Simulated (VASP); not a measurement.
VASP ran on this input.

**POSCAR**
```
PbI2
1
    2.2800000000    -3.9490760000     0.0000000000
    2.2800000000     3.9490760000     0.0000000000
    0.0000000000     0.0000000000     6.9800000000
Pb I
1 2
Direct
  0.0000000000   0.0000000000   0.0000000000
  0.3333330000   0.6666670000   0.2680000000
  0.6666670000   0.3333330000   0.7320000000
```

INCAR:
```
ENCUT  =  400
LCHARG  =  .FALSE.
PREC  =  Accurate
LASPH  =  .TRUE.
ISMEAR  =  -5   ! tetrahedra, Bloechl
NELM  =  100
LREAL  =  .FALSE.   ! projection in real space or not
ALGO  =  Normal   ! blocked Davidson
EDIFF  =  1E-6   ! SCF stop (eV)
LWAVE  =  .FALSE.
GGA  =  PE
LMAXMIX  =  4   ! l cut-off of mixed one-centre charges
SYSTEM  =  PbI2
ISIF  =  2
```

KPOINTS:
```
kpoints
0
G
6 6 4
0 0 0
```

POTCAR, in this order: Pb_d I (PBE.64 set). Program: vasp_std.

Q: Translate this PBE calculation to Quantum ESPRESSO's pw.x.

A: One equivalent input (not run):
```
&CONTROL
  calculation = 'scf'
  pseudo_dir = './pseudo'
  outdir = './out'
  tprnfor = .true.
  tstress = .true.
/
&SYSTEM
  ibrav = 0
  nat = 3
  ntyp = 2
  ecutwfc = 70
  occupations = 'tetrahedra'
  input_dft = 'pbe'
/
&ELECTRONS
  conv_thr = 7.3e-08
  electron_maxstep = 100
/
ATOMIC_SPECIES
  Pb 207.200 Pb.upf
  I 126.904 I.upf
CELL_PARAMETERS angstrom
     2.2800000   -3.9490760    0.0000000
     2.2800000    3.9490760    0.0000000
     0.0000000    0.0000000    6.9800000
ATOMIC_POSITIONS crystal
  Pb   0.0000000  0.0000000  0.0000000
  I    0.3333330  0.6666670  0.2680000
  I    0.6666670  0.3333330  0.7320000
K_POINTS automatic
  6 6 4 0 0 0
```
Limits of the translation: the potentials are each code's own (VASP's PAW set, PseudoDojo norm-conserving files in pw.x), so ENCUT and ecutwfc are chosen apart and not converted; conv_thr bounds pw.x's estimated SCF error, while EDIFF bounds the energy change between steps.

The compound is PbI2 in the 1T layered structure. The cell was not relaxed at this level. The run is one of a series of settings (ISMEAR = -5, SIGMA removed against the base run), some of them coarse on purpose.
